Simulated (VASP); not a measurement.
Mg2ZnTeS2:

```
CELL_PARAMETERS angstrom
4.61183 0.00000 0.00000
0.00000 4.61183 0.00000
0.00000 0.00000 6.50935
ATOMIC_POSITIONS crystal
Mg 0.50000 0.50000 0.00000
Mg 0.00000 0.00000 0.50000
Zn 0.00000 0.00000 0.00000
Te 0.50000 0.50000 0.50000
S 0.50000 0.00000 0.75815
S 0.00000 0.50000 0.24185
```

The cell was built by a generator and needn't be a form met in nature.

```yaml
Program: VASP 6.6.1
Task: relaxation of cell and atoms
Functional: PBE
Potentials_or_basis: VASP PAW PBE potentials, release 64 (Mg, Zn, Te, S)
Cutoff: 520 eV
k_mesh: 3 × 3 × 2
Occupations: gaussian, width 0.15 eV
Spin: no spin polarisation
```

At the start: pressure 0.9 GPa; volume 23.07 Å³/atom.

How do energy, volume and symmetry change on relaxing?

Over 16 steps the energy falls by 644.9 meV/atom and the volume is 28.27 Å³/atom (+22.5 %); space group P-4m2 (No. 115, to 0.05 Å).

The path:
| step | energy change (eV) | largest force (eV/Å) | pressure (GPa) | volume (Å³) |
| --- | --- | --- | --- | --- |
| 1 | 0.0000 | 2.3115 | 0.86 | 138.45 |
| 2 | -0.6455 | 2.3404 | -1.02 | 140.88 |
| 3 | -2.0009 | 1.8178 | -2.67 | 146.28 |
| 4 | -3.1746 | 0.7095 | 1.28 | 155.73 |
| 5 | -3.2030 | 0.3703 | 0.17 | 154.61 |
| 6 | -3.4168 | 0.5573 | 1.00 | 156.52 |
| 7 | -3.6764 | 1.0084 | 4.47 | 158.53 |
| 8 | -3.7091 | 0.9848 | 3.69 | 158.56 |
| 9 | -3.7730 | 0.7266 | 3.12 | 161.37 |
| 10 | -3.8231 | 0.0109 | 0.79 | 169.72 |
| 11 | -3.8318 | 0.2461 | 1.57 | 167.12 |
| 12 | -3.8319 | 0.1837 | 1.29 | 167.46 |
| 13 | -3.8470 | 0.1842 | 1.27 | 167.90 |
| 14 | -3.8683 | 0.1539 | 0.61 | 169.19 |
| 15 | -3.8686 | 0.1483 | 0.16 | 169.40 |
| 16 | -3.8697 | 0.0638 | 0.27 | 169.61 |

Final structure:
```
Mg Zn Te S
1.0
     4.13049    0.00000    0.00000
     0.00000    4.13049    0.00000
     0.00000    0.00000    9.94152
Mg Zn Te S
2 1 1 2
Cartesian
  2.0652 2.0652 0.0000
  0.0000 0.0000 4.9708
  0.0000 0.0000 0.0000
  2.0652 2.0652 4.9708
  2.0652 0.0000 8.6776
  0.0000 2.0652 1.2640
```

Caveat: the k mesh is coarse (spacing up to 0.48 Å⁻¹), so the values aren't converged; the volume moved by over 15 % at a fixed basis, so the end points are rough.
